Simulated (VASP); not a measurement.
Consider the following.

```xyz
2
Lattice="3.5230 0.0000 0.0000 0.0000 3.5230 0.0000 0.0000 0.0000 3.5230" Properties=species:S:1:pos:R:3 pbc="T T T"
Ti     0.0000     0.0000     0.0000
Si     1.7615     1.7615     1.7615
```

The numbers are results of r2SCAN meta-GGA, VASP's PBE PAW potentials (set 64) (plane waves; VASP), not measurements. Numerical set-up: 400 eV cut-off, 9×9×9 Γ-centred mesh, first-order Methfessel-Paxton smearing of 0.10 eV, potentials Ti_sv Si.

Energy and stress use the plane-wave basis of the starting cell.

**Question.** The ions, cell shape and volume are relaxed. Which structure does the run end with?

**Answer.** 
```xyz
2
Lattice="3.1014 0.0000 0.0000 0.0000 3.1014 0.0000 0.0000 0.0000 3.1014" Properties=species:S:1:pos:R:3 pbc="T T T"
Ti     0.0000     0.0000     0.0000
Si     1.5507     1.5507     1.5507
```
Space group Pm-3m (221), at a tolerance of 0.03 Å.

**Question.** How do energy and volume change from the first to the last step?

**Answer.** The energy (σ→0) changes by -691.0 meV/atom and the volume by -31.8 %, in 7 ionic steps.

The structure was generated: TiSi was put into the CsCl type type (Pm-3m), which need not be its known phase. This run relaxes it. Symmetry was kept, so distortions that lower it aren't found.
